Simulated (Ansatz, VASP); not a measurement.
# BN (6H polytype (invented)) in two plane-wave programs, part 2 of 2

One calculation is typed for both programs; each brings its own data sets. How far apart do they land? The cell is generated by rule, not measured, and may not be a known phase. The cell is taken from a series of runs on this material, whose earlier steps may have relaxed, scaled, displaced or heated it; both programs get it as it stands.

VASP 6.6.1 and Ansatz 0.2.0.

So far: The structure; VASP: relaxation of cell and atoms, r2SCAN.

### Step 3. Ansatz: relaxation of cell and atoms, r2SCAN

Level of this step: Ansatz beside VASP: Kohn-Sham DFT, plane waves, r2SCAN (Ansatz).

Ansatz runs on its PAW soft_1 files.

The same cell, functional, mesh and smearing now go to Ansatz.

Input file input.yaml:

```yaml
crystal:
  lattice:
    - [2.55, 0.0, 0.0]
    - [-1.275, 2.208365, 0.0]
    - [0.0, 0.0, 12.492398]
  atoms:
    - { symbol: B, position: [0.0, 0.0, 0.0] }
    - { symbol: B, position: [0.333333, 0.666667, 0.166667] }
    - { symbol: B, position: [0.666667, 0.333333, 0.333333] }
    - { symbol: B, position: [0.0, 0.0, 0.5] }
    - { symbol: B, position: [0.666667, 0.333333, 0.666667] }
    - { symbol: B, position: [0.333333, 0.666667, 0.833333] }
    - { symbol: "N", position: [0.0, 0.0, 0.125] }
    - { symbol: "N", position: [0.333333, 0.666667, 0.291667] }
    - { symbol: "N", position: [0.666667, 0.333333, 0.458333] }
    - { symbol: "N", position: [0.0, 0.0, 0.625] }
    - { symbol: "N", position: [0.666667, 0.333333, 0.791667] }
    - { symbol: "N", position: [0.333333, 0.666667, 0.958333] }
kpoints:
  mp_grid: { grid: [9, 9, 2] }
hamiltonian:
  xc: r2scan
  pseudopotentials: { kind: paw, azcp: { folder: soft_1 } }
scf:
  occupations: { method: gaussian, width: 0.02 }
output:
  forces: true
  stress: true
  eigenvalues: true
basis:
  ecutwfc: 600.0
relax:
  adjacent_minimum: "off"
  f_tol: 0.005
  max_steps: 80
  cell: { stress_tol: 0.05 }
```

On the command line:

```
> ansatz run input.yaml --threads 4 --pin off --max-ram 10240MiB --backend cpu --events-out ev --progress --plain --runs-dir out
```

Numbers of over 12 decimals in the logs are rounded to 6 here.

The program printed:

```text
Warning: the atoms were moved onto the symmetric positions of the space group found under crystal.symmetry.tolerance 1.0e-5 (fractional; no operation is sought that the atoms, as they stand in a round, miss by more than twice it, and no atom is moved by as much as it), and the run uses the moved positions. Before a round's move an operation carried an atom to 2.55e-6 Å from where it should land, the largest such dist [...]
Engine: ansatz 0.2.0, aarch64-unknown-linux-gnu
Pseudopotentials: kind: paw
Pseudopotential: B, paw, valence charge 3, recommended cutoff 500 eV (meta_gga), soft_1/B.paw.azcp
Pseudopotential: N, paw, valence charge 5, recommended cutoff 500 eV (meta_gga), soft_1/N.paw.azcp
Functional definition: r2SCAN
  parameter k0 = 0.174
  parameter k1 = 0.065
  parameter a1 = 4.9479
  exchange = r2scan_x(k0 = k0, k1 = k1, a1 = a1)
  correlation = r2scan_c
Crystal: 12 atoms, lattice volume = 70.349 Å³
Basis set: ecut = 600 eV, 2317 PW (Γ), exchange–correlation on 96×96×400 points (64 copies of the dense FFT grid, shifted against one another)
Bands: 36, of which v1, the nominal top of the filled ones, is band 24 counted from 1 (23 counted from 0)
Symmetry: 12 space group operations
Space group: P63mc (ITA 186), of the structure as read, at distance tolerance 4.1e-5 Å
k-points: 24 of 162
Non-local potential: B, projectors of the file, l = 0: 2, l = 1: 2, l = 2: 1
Non-local potential: N, projectors of the file, l = 0: 2, l = 1: 2, l = 2: 1
PAW form: soft (Blöchl's): semilocal exchange-correlation on the pseudo side does not see the compensation charge
PAW frozen core: B, regenerated for the run's functional (the file was generated under x = pbe(κ = 0.804, μ = 0.219515), c = pbe(β = 0.066725))
[...]
SCF iter   4: F=-3264.002904 eV  HF=-3264.002904 eV  |F-HF|=1.40e-7  |Δ(HF+E_count)|=   8.77e-7  Δρ=4.61e-5  dr2=7.97e-7  dr2_τ=1.07e-7  ethr=2.50e-9  ⟨swp⟩=9.6  Hψ=4693  notcnv=0
SCF 3 converged in 4 iterations: F = -3264.002904 eV  dr2 = 7.97e-7
relax step   3: F+E_penalty+E_count = -3264.00290388 eV  Δ(F+E_penalty+E_count) = -9.401e-4 eV  max|allowed force component| = 7.561e-2 eV/Å  Δτ_max = 0.0019 Å  P = +0.145 GPa  Ω = 70.524 Å³  energy of the carried Pulay correction = -9.517e-5 eV  (4 SCF iters, dr2 threshold 1.20e-6 eV, accepted)
[...]
relax step   4: F+E_penalty+E_count = -3264.00314629 eV  Δ(F+E_penalty+E_count) = -2.424e-4 eV  max|allowed force component| = 9.598e-4 eV/Å  Δτ_max = 0.0016 Å  P = -0.001 GPa  Ω = 70.551 Å³  energy of the carried Pulay correction = -1.099e-4 eV  (4 SCF iters, dr2 threshold 3.57e-7 eV, accepted)
[...]
relax step   5: F+E_penalty+E_count = -3264.00323067 eV  Δ(F+E_penalty+E_count) = -8.438e-5 eV  max|allowed force component| = 1.005e-3 eV/Å  Δτ_max = 0.0000 Å  P = -0.001 GPa  Ω = 70.551 Å³  stress off target by 1.51e-3 GPa  SCF on the basis re-selected at this cell (its energy is not comparable with the rows above)  (5 SCF iters)
basis re-selected at this cell: Δ(F+E_penalty+E_count) = -8.438e-5 eV, ΔP = +0.000 GPa vs the last step (what re-selecting the basis moved, of the pressure what is left beyond the Pulay correction that the steps carried, after the strain that the cell walked since its last selection, with what the two solves' SCF thresholds leave and, on support functions, any second-order correction that the steps lacked; it is no measure of the basis error at this ecutwfc). The dense FFT grid was sized anew with the basis: this SCF ran on 24×24×108 points, the steps before it on 24×24×100, so part of this shift can come from that change (see relax.cell in the input reference). [rest of the remark cut]
SCF converged after 5 iterations
Free energy (F): -3264.003231 eV
Harris-Foulkes:  -3264.003231 eV  (|F-HF|=3.50e-11)
Internal energy: -3264.003231 eV  (E = F + TS)
E sigma→0 (E₀):  -3264.003231 eV
Fermi energy:    14.049347 eV
--- Per-component energies (eV) ---
  E_band       = 133.326817
  E_kinetic    = 1105.394019
  E_local      = -952.633203  (includes V_loc(G=0)·N_el)
  E_nonlocal   = 249.640918
  E_hartree    = 297.514920
  E_xc         = -552.091141
  E_vxc        = -760.073249  (∫ρ·V_xc dr)
  E_paw        = -1259.023884  (= ΣΔE_a)
  E_vpaw       = -145.483487  (= ΣTr[D̂ρ^β])
  E_aug_tail   = 0.000154  (compensation charges beyond the density's cutoff)
  E_vtau       = 41.451836  (kinetic-family band-sum trace: ∫τ·v_τ [+ j·A + Jᵃ·Aᵃ] dr)
  E_ewald      = -2152.516972
  E_core_change = -0.288042  (= ΣΔE_core)
  E_smearing   = -0.000000  (= −TS)
  E_closure    = 0.000000  (closes the sum)
  Σ components = -3264.003231   (vs F -3264.003231, Δ=0.00e0)
--- Forces (eV/Å), atoms counted from 1 ---
  atom   1  B     -0.00000000     0.00000000    -0.00048354
  atom   2  B     -0.00000000    -0.00000000     0.00076538
  atom   3  B     -0.00000000    -0.00000000     0.00094617
  atom   4  B     -0.00000000    -0.00000000    -0.00048354
  atom   5  B     -0.00000000     0.00000000     0.00076538
  atom   6  B     -0.00000000     0.00000000     0.00094617
  atom   7  N      0.00000000    -0.00000000     0.00039995
  atom   8  N      0.00000000     0.00000000    -0.00101364
  atom   9  N      0.00000000     0.00000000    -0.00066609
  atom  10  N      0.00000000     0.00000000     0.00039995
  atom  11  N      0.00000000    -0.00000000    -0.00101364
  atom  12  N      0.00000000    -0.00000000    -0.00066609
  max |Σ_I F_I| component: 1.04e-4 eV/Å
--- Stress (GPa, compression-positive) ---
       -0.000348       0.000000      -0.000000
        0.000000      -0.000348      -0.000000
       -0.000000      -0.000000      -0.001511
  P = ⅓ Tr σ = -0.0007 GPa (-0.007 kbar)
--- Band table (eV; the first three rows and the last of 24) ---
  k-point 0: bands = [... 20 lower, 10.5214, 11.0332, 11.1222, 11.1222, 20.5288, 20.5288, 20.6529, 21.0564, ... 8 higher]
  k-point 1: bands = [... 20 lower, 10.9377, 10.9377, 10.9377, 10.9377, 20.7768, 20.7768, 20.7768, 20.7768, ... 8 higher]
  k-point 2: bands = [... 20 lower, 10.1117, 10.1738, 10.7724, 10.8678, 20.1066, 20.5809, 20.6224, 21.0083, ... 8 higher]
  k-point 23: bands = [... 20 lower, 7.0219, 7.0219, 7.4450, 7.4450, 19.0291, 19.0291, 20.2081, 20.2081, ... 8 higher]
--- Relaxed structure (4 steps of the walk, 4 accepted, 1 SCFs on fresh bases) ---
  F+E_penalty+E_count = -3264.00323067 eV   max|allowed force component| = 1.005e-3 eV/Å   (the final SCF, on the basis selected at the relaxed cell)
  cell:  # Å, volume = 70.5509 Å³
    - [2.548785, 0, 4.746216499172719e-19]
    - [-1.274393, 2.207313, -2.3731082495863594e-19]
    - [2.3251616683837655e-18, 0, 12.540236]
  atoms:
    - { symbol: B, position: [0, 0, -0.000284348] }
    - { symbol: B, position: [0.333333, 0.666667, 0.167110] }
    - { symbol: B, position: [0.666667, 0.333333, 0.333219] }
    - { symbol: B, position: [0, 0, 0.499716] }
    - { symbol: B, position: [0.666667, 0.333333, 0.667110] }
    - { symbol: B, position: [0.333333, 0.666667, 0.833219] }
    - { symbol: N, position: [1.0469726276265333e-19, 0, 0.125385] }
    - { symbol: N, position: [0.333333, 0.666667, 0.291710] }
    - { symbol: N, position: [0.666667, 0.333333, 0.457860] }
    - { symbol: N, position: [1.0469726276265241e-19, 0, 0.625385] }
    - { symbol: N, position: [0.666667, 0.333333, 0.791710] }
    - { symbol: N, position: [0.333333, 0.666667, 0.957860] }
```

In the SCF lines HF is the Harris–Foulkes energy and dr2 the Hartree energy of the density residual, in eV; the loop may stop once dr2 is under the threshold and the program's other checks hold. Hψ counts applications of the Hamiltonian.

### Step 4. Differences

Known differences besides the potentials themselves: VASP keeps PBE cores, Ansatz makes them for the functional; the cutoff is 600 eV in Ansatz and 660 eV in VASP; Ansatz adds a Pulay correction to the stress that steers its cell, VASP none. Total energies have different zeros and are not compared.

The two programs side by side:

| quantity | Ansatz | VASP | difference |
| --- | --- | --- | --- |
| volume (Å³) | 70.55 | 70.82 | -0.37 % |
| edge a after relaxation, in the typed setting (Å) | 2.549 | 2.552 | -0.13 % |
| edge c after relaxation, in the typed setting (Å) | 12.540 | 12.556 | -0.13 % |

### Step 5. Outcome

| Property | Result |
| --- | --- |
| difference in volume (relaxation of cell and atoms, r2SCAN) | -0.37 % |

**Reading.** The difference in volume is -0.37 % (relaxation of cell and atoms, r2SCAN), within the 1.2 % picked in this series as the mark of a large difference, as far as the stopping tolerances let one tell. Such differences can come from data sets, numerical settings and the points named under the comparisons, not from the functional's error against experiment.

[Lines on the potential files, build, host, timing and source positions are cut from VASP's logs without a mark.]

[Logs are printed without paths, hosts, clocks, repeated set-up lines and the standing remarks that a program may print on its own settings, such as how far it seeks lower states.]

[Hosts, paths, dates, database ids (printed as entryN), source tags and the programs' standing remarks are cut or masked in the printed files.]
